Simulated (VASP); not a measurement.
Data:

```xyz
2
Lattice="0.0000 2.7909 2.7909 2.7909 0.0000 2.7909 2.7909 2.7909 0.0000" Properties=species:S:1:pos:R:3 pbc="T T T"
Na     0.0000     0.0000     0.0000
Cl     2.7909     2.7909     2.7909
```

These are r2SCAN meta-GGA, VASP's PBE PAW potentials (set 64) (plane waves; VASP 6.6.1) values and carry that method's errors. Settings: 400 eV cut-off, 10×10×10 Γ-centred mesh, Gaussian smearing of 0.010 eV, potentials Na_pv Cl.

Question: Predict the energy per atom (σ→0), band gap (on the k-mesh) with the smallest direct gap where there is one.

Answer: 
```
Quantity                                     Result
-----------------------------------  --------------
band gap (on the k-mesh)                    6.05 eV
smallest direct gap (on the k-mesh)         6.05 eV
energy per atom (σ→0)                -6.895 eV/atom
```

Total energies compare only between runs with the same potentials, cut-off and functional.

The compound is NaCl in the rock salt structure. It was relaxed first.
